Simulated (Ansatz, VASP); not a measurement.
# Cross-check of SiGe3 (amorphous Si0.25Ge0.75) between VASP and Ansatz

One calculation is typed for both programs; each brings its own data sets. How far apart do they land? Of the first pair: The structure shown is the start of the Ansatz relaxation below; VASP solves that cell, so the two are compared at the walk's first step.

Program: Ansatz 0.2.0. Level of theory: plane waves, with VASP 6.6.1 beside it; single point at PBE. Results are calculated unless marked as measured.

## 1. The starting structure

The cell holds 72 atoms: 18 Si and 54 Ge. Its edges and angles: a = 11.832 Å, b = 11.832 Å, c = 11.832 Å, α = 90.0°, β = 90.0°, γ = 90.0°. As first built, before any earlier steps moved the atoms (in the runner's words): 72 atoms (18 Si, 54 Ge) placed at random at 4.44 g/cm^3, melted at 3500 K for 10 ps at fixed volume with the Tersoff potential (Tersoff, Phys. Rev. B 39, 5566 (1989)). Quenched from 3500 K to 300 K at 20 K/ps and fixed volume, annealed at 800 K for 20 ps, held 5 ps, then minimised at fixed cell.

## 2. Ansatz: relaxation, PBE

Ansatz runs on its default PAW (the set named soft_2) files.

The two programs are compared at the cell with which this relaxation starts, whose forces are those of its first step.

Contents of input.yaml:

```yaml
crystal:
  lattice:
    - [11.8315, 0.0, 0.0]
    - [0.0, 11.8315, 0.0]
    - [0.0, 0.0, 11.8315]
  atoms:
    - { symbol: Si, position: [0.26723, 0.38457, 0.02677] }
    - { symbol: Si, position: [0.54026, 0.17494, 0.16155] }
    - { symbol: Si, position: [0.4197, 0.80578, 0.48573] }
    - { symbol: Si, position: [0.49766, 0.98642, 0.21468] }
    - { symbol: Si, position: [0.10376, 0.51747, 0.46863] }
    - { symbol: Si, position: [0.30633, 0.95664, 0.18164] }
    - { symbol: Si, position: [0.94057, 0.20439, 0.24429] }
    - { symbol: Si, position: [0.23086, 0.77169, 0.86342] }
    - { symbol: Si, position: [0.69146, 0.2375, 0.44293] }
    - { symbol: Si, position: [0.8622, 0.27318, 0.54883] }
    - { symbol: Si, position: [0.46579, 0.33597, 0.25085] }
    - { symbol: Si, position: [0.65607, 0.81997, 0.74955] }
    - { symbol: Si, position: [0.43192, 0.1875, 0.62501] }
    - { symbol: Si, position: [0.98999, 0.05403, 0.78986] }
    - { symbol: Si, position: [0.60214, 0.56485, 0.39082] }
    - { symbol: Si, position: [0.91739, 0.95165, 0.4719] }
    - { symbol: Si, position: [0.75312, 0.38231, 0.1428] }
    - { symbol: Si, position: [0.352, 0.93382, 0.85284] }
    - { symbol: Ge, position: [0.58356, 0.09233, 0.53313] }
    - { symbol: Ge, position: [0.23688, 0.01922, 0.00298] }
    - { symbol: Ge, position: [0.24512, 0.92041, 0.5206] }
    - { symbol: Ge, position: [0.62491, 0.56134, 0.59724] }
    - { symbol: Ge, position: [0.83886, 0.72522, 0.79847] }
    - { symbol: Ge, position: [0.51316, 0.20715, 0.96047] }
    - { symbol: Ge, position: [0.66174, 0.0842, 0.87982] }
    - { symbol: Ge, position: [0.195, 0.25149, 0.37386] }
    - { symbol: Ge, position: [0.99513, 0.34298, 0.39684] }
    - { symbol: Ge, position: [0.73015, 0.19552, 0.24507] }
    - { symbol: Ge, position: [0.82704, 0.58308, 0.65001] }
    - { symbol: Ge, position: [0.00558, 0.0176, 0.30063] }
    - { symbol: Ge, position: [0.40959, 0.52123, 0.94984] }
    - { symbol: Ge, position: [0.77032, 0.41421, 0.92255] }
    - { symbol: Ge, position: [0.49903, 0.71396, 0.6569] }
    - { symbol: Ge, position: [0.03859, 0.95151, 0.97626] }
    - { symbol: Ge, position: [0.55221, 0.90747, 0.90311] }
    - { symbol: Ge, position: [0.21966, 0.4781, 0.64149] }
    - { symbol: Ge, position: [0.53176, 0.37064, 0.44442] }
    - { symbol: Ge, position: [0.27367, 0.38306, 0.22897] }
    - { symbol: Ge, position: [0.11302, 0.69711, 0.17529] }
    - { symbol: Ge, position: [0.89396, 0.48254, 0.25443] }
    - { symbol: Ge, position: [0.05072, 0.82831, 0.56767] }
    - { symbol: Ge, position: [0.5579, 0.93465, 0.40341] }
    - { symbol: Ge, position: [0.53882, 0.37409, 0.67189] }
    - { symbol: Ge, position: [0.20544, 0.03487, 0.34427] }
    - { symbol: Ge, position: [0.78472, 0.73118, 0.13988] }
    - { symbol: Ge, position: [0.41825, 0.66051, 0.33652] }
    - { symbol: Ge, position: [0.87677, 0.0801, 0.62141] }
    - { symbol: Ge, position: [0.91636, 0.27429, 0.04184] }
    - { symbol: Ge, position: [0.82765, 0.61392, 0.97248] }
    - { symbol: Ge, position: [0.29976, 0.04631, 0.68572] }
    - { symbol: Ge, position: [0.27713, 0.77059, 0.07489] }
    - { symbol: Ge, position: [0.77104, 0.99045, 0.16607] }
    - { symbol: Ge, position: [0.33773, 0.61989, 0.7704] }
    - { symbol: Ge, position: [0.95242, 0.64983, 0.4977] }
    - { symbol: Ge, position: [0.96287, 0.86552, 0.15597] }
    - { symbol: Ge, position: [0.87979, 0.39511, 0.7197] }
    - { symbol: Ge, position: [0.75974, 0.87139, 0.36148] }
    - { symbol: Ge, position: [0.46679, 0.66744, 0.11397] }
    - { symbol: Ge, position: [0.9948, 0.55514, 0.0834] }
    - { symbol: Ge, position: [0.08311, 0.37485, 0.76474] }
    - { symbol: Ge, position: [0.29942, 0.20523, 0.93494] }
    - { symbol: Ge, position: [0.5818, 0.49288, 0.19415] }
    - { symbol: Ge, position: [0.32514, 0.33082, 0.52122] }
    - { symbol: Ge, position: [0.07672, 0.40188, 0.97216] }
    - { symbol: Ge, position: [0.56356, 0.39132, 0.88185] }
    - { symbol: Ge, position: [0.79029, 0.65207, 0.34293] }
    - { symbol: Ge, position: [0.15442, 0.1751, 0.77094] }
    - { symbol: Ge, position: [0.03112, 0.83021, 0.78525] }
    - { symbol: Ge, position: [0.60125, 0.8455, 0.09731] }
    - { symbol: Ge, position: [0.69364, 0.01578, 0.68533] }
    - { symbol: Ge, position: [0.85562, 0.08576, 0.97295] }
    - { symbol: Ge, position: [0.2247, 0.57152, 0.31086] }
kpoints:
  mp_grid: { grid: [1, 1, 1] }
hamiltonian:
  xc: pbe
scf:
  occupations: { method: fermi_dirac, width: 0.025 }
output:
  forces: true
relax:
  f_tol: 0.04
  max_steps: 250
  cell: {}
```

On the command line:

```console
$ ansatz run input.yaml --threads 4 --pin off --max-ram 8192MiB --backend cpu --events-out ev --progress --plain --runs-dir out
```

Numbers of over 12 decimals in the logs are rounded to 6 here.

Log:

```text
Engine: ansatz 0.2.0, aarch64-unknown-linux-gnu
Pseudopotentials: kind: paw
Pseudopotential: Si, paw, valence charge 4, recommended cutoff 420 eV (normal), Si.paw.azcp
Pseudopotential: Ge, paw, valence charge 14, recommended cutoff 420 eV (normal), Ge.paw.azcp
Functional definition: PBE
  parameter kappa = 0.804
  parameter beta = 0.066725
  exchange = pbe_x(kappa = kappa, mu = beta*pi^2/3)
  correlation = pbe_c(beta = beta)
Crystal: 72 atoms, lattice volume = 1656.225 Å³
Basis set: ecut = 420 eV, 32423 PW (Γ), exchange–correlation on 160×160×160 points (8 copies of the dense FFT grid, shifted against one another)
Bands: 497, of which v1, the nominal top of the filled ones, is band 414 counted from 1 (413 counted from 0)
Symmetry: 1 space group operations
Space group: P1 (ITA 1), of the structure as read, at distance tolerance 1.2e-4 Å
k-points: 1
Non-local potential: Si, projectors of the file, l = 0: 2, l = 1: 2, l = 2: 2
Non-local potential: Ge, projectors of the file, l = 0: 2, l = 1: 2, l = 2: 3, l = 3: 1
PAW form: soft (Blöchl's): semilocal exchange-correlation on the pseudo side does not see the compensation charge
PAW one-centre angular grid: Si, 110 points (default); XC on 64 Gauss nodes
PAW one-centre angular grid: Ge, 590 points (default); XC on 64 Gauss nodes
Initial density: superposition of atomic densities (neutral atoms: chi_scale 0, normalization atom), corrected by the library's trained network
Initial wavefunctions: pseudopotential atomic-orbital guess
Functional: x = pbe(κ = 0.804, μ = 0.219515), c = pbe(β = 0.066725)
SCF iter   1: F=—  HF=-243354.465593 eV  |F-HF|=—  |Δ(HF+E_count)|=         —  Δρ=4.04e-3  dr2=9.60e-1  ethr=1.77e-3  ⟨swp⟩=6.0  Hψ=1834  notcnv=0
preconditioner: auto → LDOS  [insulator: Δε(μ)=0.084 eV  Ē_g=20.398 eV  σ=0.025 eV  W_gap=0.69  n_scr=388 (ndim 8)  ℏωp=26.3 eV  f_vac=0.058  D(μ)=22.15/eV (n_scr^D=92)  ε∞_Penn≈2.7  β→1.0]
SCF iter   2: F=—  HF=-243354.343488 eV  |F-HF|=—  |Δ(HF+E_count)|=   1.22e-1  Δρ=2.21e-3  dr2=2.29e-1  ethr=1.16e-4  ⟨swp⟩=3.0  Hψ=978  notcnv=0  defer=65
SCF iter   3: F=—  HF=-243354.298106 eV  |F-HF|=—  |Δ(HF+E_count)|=   4.54e-2  Δρ=7.08e-4  dr2=3.25e-2  ethr=2.77e-5  ⟨swp⟩=3.0  Hψ=865  notcnv=0  defer=65
SCF iter   4: F=—  HF=-243354.293160 eV  |F-HF|=—  |Δ(HF+E_count)|=   4.95e-3  Δρ=2.59e-4  dr2=3.44e-3  ethr=3.93e-6  ⟨swp⟩=2.0  Hψ=608  notcnv=0  defer=65
SCF iter   5: F=—  HF=-243354.292910 eV  |F-HF|=—  |Δ(HF+E_count)|=   2.50e-4  Δρ=1.17e-4  dr2=5.95e-4  ethr=4.15e-7  ⟨swp⟩=2.0  Hψ=814  notcnv=0  defer=65
SCF iter   6: F=—  HF=-243354.292795 eV  |F-HF|=—  |Δ(HF+E_count)|=   1.14e-4  Δρ=4.63e-5  dr2=8.74e-5  ethr=7.19e-8  ⟨swp⟩=2.0  Hψ=847  notcnv=0  defer=65
SCF iter   7: F=—  HF=-243354.292701 eV  |F-HF|=—  |Δ(HF+E_count)|=   9.37e-5  Δρ=1.95e-5  dr2=1.49e-5  ethr=1.06e-8  ⟨swp⟩=2.0  Hψ=912  notcnv=0  defer=65
SCF iter   8: F=—  HF=-243354.292700 eV  |F-HF|=—  |Δ(HF+E_count)|=   1.30e-6  Δρ=7.54e-6  dr2=1.92e-6  ethr=1.81e-9  ⟨swp⟩=2.0  Hψ=842  notcnv=0  defer=65
SCF iter   9: F=—  HF=-243354.292700 eV  |F-HF|=—  |Δ(HF+E_count)|=   1.71e-7  Δρ=3.20e-6  dr2=3.90e-7  ethr=2.32e-10  ⟨swp⟩=2.0  Hψ=847  notcnv=0  defer=65
SCF iter  10: F=-243354.292700 eV  HF=-243354.292700 eV  |F-HF|=3.13e-8  |Δ(HF+E_count)|=   4.58e-8  Δρ=1.26e-6  dr2=5.10e-8  ethr=1.21e-11  ⟨swp⟩=4.0  Hψ=1453  notcnv=0
SCF 1 converged in 10 iterations: F = -243354.292700 eV  dr2 = 5.10e-8
  greatest PAW one-centre occupation: 0.998 electrons in one spin orbital (limit 2), on the Ge atom at site 51 (counted from 0), in its partial waves of l = 2
relax step   1: F+E_penalty+E_count = -243354.29269993 eV  Δ(F+E_penalty+E_count) = +0.000e0 eV  max|allowed force component| = 1.292e0 eV/Å  Δτ_max = 0.0000 Å  P = +0.748 GPa  Ω = 1656.225 Å³  (10 SCF iters, dr2 threshold 1.00e-7 eV, accepted)
Crystal: 72 atoms, lattice volume = 1676.922 Å³
Basis set: ecut = 420 eV, 32775 PW (Γ), exchange–correlation on 160×160×160 points (8 copies of the dense FFT grid, shifted against one another)
Initial density: handed on by an earlier stage of this run
Initial wavefunctions: those handed on with the density
iter 1 solved again at ethr=6.95e-5 eV; its pass at ethr=3.10e-3 eV (dr2=5.75e-1 eV) is discarded
SCF iter   1: F=—  HF=-243355.858716 eV  |F-HF|=—  |Δ(HF+E_count)|=         —  Δρ=7.06e-3  dr2=5.82e-1  ethr=6.95e-5  ⟨swp⟩=6.0  Hψ=2299  notcnv=0
preconditioner: auto → LDOS  [insulator: Δε(μ)=0.152 eV  Ē_g=20.366 eV  σ=0.025 eV  W_gap=0.91  n_scr=414 (ndim 8)  ℏωp=26.1 eV  f_vac=0.062  D(μ)=7.54/eV (n_scr^D=18)  ε∞_Penn≈2.6  β→1.0]
SCF iter   2: F=—  HF=-243355.844076 eV  |F-HF|=—  |Δ(HF+E_count)|=   1.46e-2  Δρ=1.67e-3  dr2=1.56e-1  ethr=6.95e-5  ⟨swp⟩=4.0  Hψ=855  notcnv=0
SCF iter   3: F=—  HF=-243355.813763 eV  |F-HF|=—  |Δ(HF+E_count)|=   3.03e-2  Δρ=6.88e-4  dr2=3.03e-2  ethr=1.89e-5  ⟨swp⟩=3.0  Hψ=936  notcnv=0
[...]
atom  32  Ge    -0.01070229    -0.00137834     0.01676540
  atom  33  Ge     0.00663398    -0.00884677    -0.00152653
  atom  34  Ge     0.00036970     0.01885146     0.00163191
  atom  35  Ge     0.00685898     0.00767884     0.00352309
  atom  36  Ge     0.00631673     0.00681631     0.00261430
  atom  37  Ge     0.01316676     0.02150803    -0.01094412
  atom  38  Ge    -0.00925382     0.00692942    -0.00539167
  atom  39  Ge     0.00030679     0.00501296    -0.00453997
  atom  40  Ge     0.01839377    -0.00336413     0.00115125
  atom  41  Ge     0.00329508     0.00730417    -0.00222856
  atom  42  Ge     0.00359398    -0.00342184    -0.00039390
  atom  43  Ge     0.00121445    -0.00257884    -0.01855167
  atom  44  Ge    -0.01047586    -0.00290161     0.01041482
  atom  45  Ge    -0.00413000     0.00973390     0.00503423
  atom  46  Ge    -0.00057030     0.00286707     0.00674320
  atom  47  Ge     0.00376311    -0.00503282    -0.00398137
  atom  48  Ge     0.00324289     0.00345907     0.01447663
  atom  49  Ge     0.00737670    -0.00230166    -0.01121637
  atom  50  Ge    -0.01024600     0.00657717    -0.00219254
  atom  51  Ge    -0.00170875    -0.00819458    -0.00148830
  atom  52  Ge    -0.00176058     0.00023999     0.00642033
  atom  53  Ge     0.00170216    -0.00321090    -0.00586314
  atom  54  Ge     0.00159123    -0.00090851     0.00260210
  atom  55  Ge    -0.00318531    -0.01115534    -0.00267996
[...]
atom  65  Ge     0.00554655    -0.00369346     0.00281099
  atom  66  Ge    -0.00450798    -0.00409075    -0.00782099
  atom  67  Ge     0.01215508    -0.00924338    -0.00233121
  atom  68  Ge    -0.00231397     0.00286879    -0.00408812
  atom  69  Ge    -0.00973570    -0.01121195    -0.00348761
  atom  70  Ge    -0.00173505     0.00591350     0.00721829
  atom  71  Ge     0.00798664    -0.01116734    -0.01802444
  atom  72  Ge     0.00749578     0.00305919    -0.00012076
  max |Σ_I F_I| component: 1.91e-6 eV/Å
--- Stress (GPa, compression-positive) ---
       -0.010152       0.019167       0.007795
        0.019167       0.018870      -0.004053
        0.007795      -0.004053       0.012113
  P = ⅓ Tr σ = 0.0069 GPa (0.069 kbar)
--- Relaxed structure (12 steps of the walk, 12 accepted, 1 SCFs on fresh bases) ---
  F+E_penalty+E_count = -243356.70240667 eV   max|allowed force component| = 2.495e-2 eV/Å   (the final SCF, on the basis selected at the relaxed cell)
  cell:  # Å, volume = 1662.4047 Å³
    - [11.556205, -0.083078, -0.059831]
    - [-0.083078, 12.027983, -0.016345]
    - [-0.059831, -0.016345, 11.960859]
  atoms:
    - { symbol: Si, position: [0.261602, 0.387645, 0.023750] }
    - { symbol: Si, position: [0.546123, 0.165391, 0.156603] }
    - { symbol: Si, position: [0.415236, 0.806654, 0.492353] }
    - { symbol: Si, position: [0.492465, 0.987319, 0.218800] }
    - { symbol: Si, position: [0.102220, 0.506659, 0.471361] }
    - { symbol: Si, position: [0.299921, 0.948011, 0.179444] }
    - { symbol: Si, position: [0.941398, 0.178423, 0.245686] }
    - { symbol: Si, position: [0.224217, 0.788071, 0.863874] }
    - { symbol: Si, position: [0.682354, 0.248739, 0.444317] }
    - { symbol: Si, position: [0.855909, 0.282207, 0.545265] }
    - { symbol: Si, position: [0.477922, 0.336640, 0.224781] }
    - { symbol: Si, position: [0.652242, 0.829479, 0.752172] }
    - { symbol: Si, position: [0.440355, 0.203972, 0.636364] }
    - { symbol: Si, position: [0.990303, 0.055994, 0.784251] }
    - { symbol: Si, position: [0.593588, 0.566638, 0.396345] }
    - { symbol: Si, position: [0.914018, 0.941512, 0.480856] }
    - { symbol: Si, position: [0.782534, 0.356959, 0.124026] }
    - { symbol: Si, position: [0.345350, 0.946404, 0.858824] }
    - { symbol: Ge, position: [0.575687, 0.099474, 0.527308] }
    - { symbol: Ge, position: [0.237329, 0.036688, 0.010927] }
    - { symbol: Ge, position: [0.246719, 0.921932, 0.525309] }
    - { symbol: Ge, position: [0.617320, 0.551908, 0.599980] }
    - { symbol: Ge, position: [0.836816, 0.734306, 0.796173] }
    - { symbol: Ge, position: [0.523684, 0.216419, 0.958399] }
    - { symbol: Ge, position: [0.665837, 0.094740, 0.865345] }
    - { symbol: Ge, position: [0.202310, 0.245078, 0.371034] }
    - { symbol: Ge, position: [0.992088, 0.338305, 0.388268] }
    - { symbol: Ge, position: [0.730194, 0.201577, 0.250677] }
    - { symbol: Ge, position: [0.828137, 0.582439, 0.654029] }
    - { symbol: Ge, position: [0.00654447, -0.000983309, 0.315713] }
    - { symbol: Ge, position: [0.390157, 0.535966, 0.954020] }
    - { symbol: Ge, position: [0.749927, 0.429833, 0.932220] }
    - { symbol: Ge, position: [0.497295, 0.713457, 0.661298] }
    - { symbol: Ge, position: [0.032216, 0.950467, 1.001827] }
    - { symbol: Ge, position: [0.552461, 0.920244, 0.905225] }
    - { symbol: Ge, position: [0.220181, 0.475576, 0.638794] }
    - { symbol: Ge, position: [0.526559, 0.375082, 0.411508] }
    - { symbol: Ge, position: [0.275821, 0.373230, 0.220352] }
    - { symbol: Ge, position: [0.122438, 0.675669, 0.176851] }
    - { symbol: Ge, position: [0.895047, 0.478278, 0.242975] }
    - { symbol: Ge, position: [0.056301, 0.818732, 0.571360] }
    - { symbol: Ge, position: [0.550288, 0.935868, 0.407526] }
[...]
- { symbol: Ge, position: [0.542932, 0.407991, 0.889340] }
    - { symbol: Ge, position: [0.782529, 0.653314, 0.338813] }
    - { symbol: Ge, position: [0.158863, 0.176846, 0.772578] }
    - { symbol: Ge, position: [0.027620, 0.852635, 0.785038] }
    - { symbol: Ge, position: [0.591631, 0.856837, 0.097785] }
    - { symbol: Ge, position: [0.698590, 0.017403, 0.673829] }
    - { symbol: Ge, position: [0.867706, 0.083112, 0.946127] }
    - { symbol: Ge, position: [0.231600, 0.554372, 0.319236] }
```

Reading the cycles: dr2 is the Hartree energy of the density residual (eV), the measure of convergence; HF is the Harris–Foulkes estimate of the energy, which meets the free energy F at convergence.

(Continued in part 2 of 3.)

[Lines on the potential files, build, host, timing and source positions are cut from VASP's logs without a mark.]

[Logs are printed without paths, hosts, clocks, repeated set-up lines and the standing remarks that a program may print on its own settings, such as how far it seeks lower states.]

[Hosts, paths, dates, database ids (printed as entryN), source tags and the programs' standing remarks are cut or masked in the printed files.]
